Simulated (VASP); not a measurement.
# GePt: Pt into a neighbouring Pt vacancy, part 2 of 2

How hard is this move in GePt: Pt into a neighbouring Pt vacancy? Both ends are relaxed first, then a band of images between them. The start is a cell from a database of measured crystal structures.

VASP 6.6.1; PBEsol; plane waves and PAW (Pt, Ge).

So far. Step 3 (Relax the start): The run ended after 10 ionic steps, 0.552 eV below its first step, once the forces on the free atoms met EDIFFG = -0.05. Step 4 (Relax the end): The run ended after 10 ionic steps, 0.523 eV below its first step, once the forces on the free atoms met EDIFFG = -0.05.

## 5. Nudged elastic band

Images on a straight line between the ends relax across the path, while springs keep them spaced along it.

Contents of INCAR:

```
SYSTEM = Ge16Pt15
PREC = Normal
ENCUT = 280
EDIFF = 1E-05
NELM = 120
ISMEAR = 1
SIGMA = 0.15
LREAL = Auto
ALGO = Fast
GGA = PS
NBANDS = 132
LASPH = .TRUE.
LWAVE = .FALSE.
LCHARG = .FALSE.
NCORE = 2
IMAGES = 3
SPRING = -5
IBRION = 1
POTIM = 0.3
NSW = 60
EDIFFG = -0.05
ISYM = 0
ISIF = 0
```

Contents of POSCAR:

```
Ge16Pt15
1.0
   -5.7355789894      3.6971274384      6.1188819555
    5.7355789894     -3.6971274384      6.1188819555
    5.7355789894      3.6971274384     -6.1188819555
Pt Ge
15 16
Direct
    0.2776877887      0.4030001665      0.8750627575
    0.2754160654      0.9018114206      0.3762247701
    0.7764679626      0.4023184321      0.3754020818
    0.2740335043      0.4032743154      0.3713770820
    0.7815547781      0.9052951841      0.3745454604
    0.7819762469      0.4033118434      0.8792783563
    0.2803049145      0.9052071048      0.8732253910
    0.7245313722      0.6051937904      0.6306556905
    0.2183755507      0.0920797691      0.6235000619
    0.2208205064      0.5973522588      0.1266228758
    0.7251108831      0.0947920527      0.1193472045
    0.2239562044      0.0973652203      0.1289669596
    0.7123297179      0.5915676821      0.1198069181
    0.7183018261      0.0972508377      0.6233215551
    0.2211111713      0.5914499127      0.6286836874
    0.5917974617      0.6323651080      0.7902639870
    0.0801476465      0.1132579242      0.7827823296
    0.0765351501      0.6100121863      0.2830684114
    0.5828346259      0.1126165764      0.2796503188
    0.5815687767      0.8023131671      0.4742887278
    0.0821425317      0.2968644561      0.4674526727
    0.0780732389      0.8023898561      0.9709384290
    0.5794005811      0.2968768952      0.9645543634
    0.4175536892      0.2022613703      0.5345242265
    0.9210674459      0.7013853567      0.5296407164
    0.9101298797      0.1766350888      0.0165005758
    0.4165107318      0.7025804258      0.0357741674
    0.4195984494      0.3889159492      0.2202695598
    0.9053773314      0.8860199640      0.1972536952
    0.9183566746      0.3887893564      0.7190150384
    0.4384711735      0.8857397676      0.7302378761
```

Contents of KPOINTS:

```
Automatic mesh
0
Gamma
3 3 3
0 0 0
```

Contents of 00/POSCAR:

```
Ge16Pt15
1.0
   -5.7355789894      3.6971274384      6.1188819555
    5.7355789894     -3.6971274384      6.1188819555
    5.7355789894      3.6971274384     -6.1188819555
Pt Ge
15 16
Direct
    0.2776877887      0.4030001665      0.8750627575
    0.2754160654      0.9018114206      0.3762247701
    0.7764679626      0.4023184321      0.3754020818
    0.2740335043      0.4032743154      0.3713770820
    0.7815547781      0.9052951841      0.3745454604
    0.7819762469      0.4033118434      0.8792783563
    0.2803049145      0.9052071048      0.8732253910
    0.7245313722      0.6051937904      0.6306556905
    0.2183755507      0.0920797691      0.6235000619
    0.2208205064      0.5973522588      0.1266228758
    0.7251108831      0.0947920527      0.1193472045
    0.2239562044      0.0973652203      0.1289669596
    0.7123297179      0.5915676821      0.1198069181
    0.7183018261      0.0972508377      0.6233215551
    0.2211111713      0.5914499127      0.6286836874
    0.5917974617      0.6323651080      0.7902639870
    0.0801476465      0.1132579242      0.7827823296
    0.0765351501      0.6100121863      0.2830684114
    0.5828346259      0.1126165764      0.2796503188
    0.5815687767      0.8023131671      0.4742887278
    0.0821425317      0.2968644561      0.4674526727
    0.0780732389      0.8023898561      0.9709384290
    0.5794005811      0.2968768952      0.9645543634
    0.4175536892      0.2022613703      0.5345242265
    0.9210674459      0.7013853567      0.5296407164
    0.9101298797      0.1766350888      0.0165005758
    0.4165107318      0.7025804258      0.0357741674
    0.4195984494      0.3889159492      0.2202695598
    0.9053773314      0.8860199640      0.1972536952
    0.9183566746      0.3887893564      0.7190150384
    0.4384711735      0.8857397676      0.7302378761
```

Contents of 01/POSCAR:

```
Ge16Pt15
1.0
   -5.7355789894      3.6971274384      6.1188819555
    5.7355789894     -3.6971274384      6.1188819555
    5.7355789894      3.6971274384     -6.1188819555
Pt Ge
15 16
Direct
    0.2779395292      0.4035798766      0.8754656368
    0.2766004844      0.9024123920      0.3755008563
    0.7760976733      0.4031152276      0.3768505526
    0.2743161998      0.4035017083      0.3718570947
    0.7830278654      0.9056678643      0.3759837922
    0.7818020259      0.4035439634      0.8793639188
    0.2799133788      0.9057083111      0.8727344368
    0.7368298007      0.6771916907      0.6904268478
    0.2192870083      0.0932038480      0.6240582880
    0.2215486378      0.5980671164      0.1266260592
    0.7246336612      0.0956538688      0.1210899061
    0.2227601230      0.0960442229      0.1280165365
    0.7135134310      0.5928463796      0.1202137314
    0.7180687172      0.0959999978      0.6234476047
    0.2222539992      0.5927822222      0.6290091412
    0.5911212138      0.6255384341      0.7842886452
    0.0808215253      0.1146447740      0.7837116931
    0.0777666764      0.6115364499      0.2835637764
    0.5818419843      0.1115249529      0.2799758508
    0.5845657848      0.7995693291      0.4759253874
    0.0816841016      0.2976857629      0.4680965466
    0.0735609331      0.7995251115      0.9649017628
    0.5798018875      0.2976708707      0.9661118684
    0.4179211894      0.2021585580      0.5341510933
    0.9177513564      0.7004917670      0.5327613839
    0.9117587927      0.1813844620      0.0198444882
    0.4181155508      0.7034350104      0.0353935180
    0.4200392339      0.3897849462      0.2213086453
    0.9089018732      0.8856135586      0.2023352935
    0.9183106789      0.3896502530      0.7196696919
    0.4330727239      0.8853769384      0.7263785442
```

Contents of 02/POSCAR:

```
Ge16Pt15
1.0
   -5.7355789894      3.6971274384      6.1188819555
    5.7355789894     -3.6971274384      6.1188819555
    5.7355789894      3.6971274384     -6.1188819555
Pt Ge
15 16
Direct
    0.2781912697      0.4041595867      0.8758685162
    0.2777849034      0.9030133633      0.3747769425
    0.7757273840      0.4039120230      0.3782990233
    0.2745988952      0.4037291012      0.3723371075
    0.7845009526      0.9060405445      0.3774221240
    0.7816278049      0.4037760834      0.8794494812
    0.2795218432      0.9062095174      0.8722434826
    0.7491282292      0.7491895910      0.7501980052
    0.2201984659      0.0943279270      0.6246165141
    0.2222767691      0.5987819740      0.1266292426
    0.7241564394      0.0965156850      0.1228326077
    0.2215640417      0.0947232254      0.1270661134
    0.7146971442      0.5941250772      0.1206205447
    0.7178356084      0.0947491578      0.6235736543
    0.2233968270      0.5941145317      0.6293345950
    0.5904449659      0.6187117602      0.7783133035
    0.0814954042      0.1160316238      0.7846410566
    0.0789982026      0.6130607135      0.2840591415
    0.5808493428      0.1104333294      0.2803013828
    0.5875627928      0.7968254912      0.4775620470
    0.0812256716      0.2985070697      0.4687404204
    0.0690486274      0.7966603669      0.9588650966
    0.5802031940      0.2984648463      0.9676693734
    0.4182886897      0.2020557456      0.5337779602
    0.9144352668      0.6995981774      0.5358820514
    0.9133877057      0.1861338352      0.0231884007
    0.4197203699      0.7042895950      0.0350128686
    0.4204800183      0.3906539433      0.2223477308
    0.9124264151      0.8852071532      0.2074168918
    0.9182646832      0.3905111496      0.7203243454
    0.4276742742      0.8850141091      0.7225192123
```

Contents of 03/POSCAR:

```
Ge16Pt15
1.0
   -5.7355789894      3.6971274384      6.1188819555
    5.7355789894     -3.6971274384      6.1188819555
    5.7355789894      3.6971274384     -6.1188819555
Pt Ge
15 16
Direct
    0.2784430102      0.4047392969      0.8762713955
    0.2789693224      0.9036143346      0.3740530287
    0.7753570946      0.4047088185      0.3797474940
    0.2748815906      0.4039564941      0.3728171202
    0.7859740399      0.9064132247      0.3788604559
    0.7814535839      0.4040082033      0.8795350436
    0.2791303075      0.9067107238      0.8717525284
    0.7614266577      0.8211874914      0.8099691626
    0.2211099235      0.0954520060      0.6251747402
    0.2230049004      0.5994968316      0.1266324259
    0.7236792175      0.0973775012      0.1245753093
    0.2203679604      0.0934022280      0.1261156903
    0.7158808574      0.5954037748      0.1210273580
    0.7176024996      0.0934983179      0.6236997039
    0.2245396548      0.5954468411      0.6296600487
    0.5897687180      0.6118850863      0.7723379618
    0.0821692830      0.1174184735      0.7855704201
    0.0802297288      0.6145849772      0.2845545066
    0.5798567012      0.1093417059      0.2806269149
    0.5905598008      0.7940816532      0.4791987066
    0.0807672415      0.2993283766      0.4693842942
    0.0645363216      0.7937956223      0.9528284305
    0.5806045004      0.2992588218      0.9692268785
    0.4186561900      0.2019529333      0.5334048270
    0.9111191772      0.6987045878      0.5390027189
    0.9150166187      0.1908832083      0.0265323132
    0.4213251890      0.7051441797      0.0346322191
    0.4209208028      0.3915229404      0.2233868163
    0.9159509570      0.8848007477      0.2124984901
    0.9182186874      0.3913720462      0.7209789989
    0.4222758246      0.8846512798      0.7186598805
```

Contents of 04/POSCAR:

```
Ge16Pt15
1.0
   -5.7355789894      3.6971274384      6.1188819555
    5.7355789894     -3.6971274384      6.1188819555
    5.7355789894      3.6971274384     -6.1188819555
Pt Ge
15 16
Direct
    0.2786947507      0.4053190070      0.8766742748
    0.2801537414      0.9042153060      0.3733291149
    0.7749868053      0.4055056140      0.3811959648
    0.2751642861      0.4041838870      0.3732971329
    0.7874471272      0.9067859049      0.3802987877
    0.7812793629      0.4042403233      0.8796206061
    0.2787387718      0.9072119301      0.8712615742
    0.7737250862      0.8931853917      0.8697403199
    0.2220213811      0.0965760849      0.6257329663
    0.2237330318      0.6002116892      0.1266356093
    0.7232019956      0.0982393173      0.1263180109
    0.2191718790      0.0920812306      0.1251652672
    0.7170645705      0.5966824723      0.1214341713
    0.7173693907      0.0922474780      0.6238257535
    0.2256824827      0.5967791506      0.6299855025
    0.5890924701      0.6050584124      0.7663626200
    0.0828431618      0.1188053233      0.7864997836
    0.0814612551      0.6161092408      0.2850498716
    0.5788640596      0.1082500824      0.2809524469
    0.5935568089      0.7913378152      0.4808353662
    0.0803088115      0.3001496834      0.4700281681
    0.0600240159      0.7909308777      0.9467917643
    0.5810058068      0.3000527973      0.9707843835
    0.4190236902      0.2018501210      0.5330316938
    0.9078030877      0.6978109981      0.5421233864
    0.9166455317      0.1956325815      0.0298762256
    0.4229300080      0.7059987643      0.0342515697
    0.4213615872      0.3923919374      0.2244259018
    0.9194754988      0.8843943423      0.2175800884
    0.9181726917      0.3922329428      0.7216336524
    0.4168773750      0.8842884506      0.7148005486
```

PAW data sets: Pt and Ge (PBE family, release 64).

Run with:

```sh
> mpirun -np 6 vasp_std
```

Elapsed: 74 min, on 6 MPI ranks of Intel Xeon Platinum 8259CL at 2.50GHz (Skylake/Cascade Lake), shared host; peak memory 1.6 GiB.

The band used up its steps before its forces met the threshold, so no barrier is taken from it.

## 6. Results

```
result : none
```

The session ends without its result: «nudged elastic band» used up its steps.

[Lines on the potential files, build, host, timing and source positions are cut from VASP's logs without a mark.]

[Logs are printed without paths, hosts, clocks, repeated set-up lines and the standing remarks that a program may print on its own settings, such as how far it seeks lower states.]

[Hosts, paths, dates, database ids (printed as entryN), source tags and the programs' standing remarks are cut or masked in the printed files.]

[Runs that stopped without an error message from VASP are left out.]
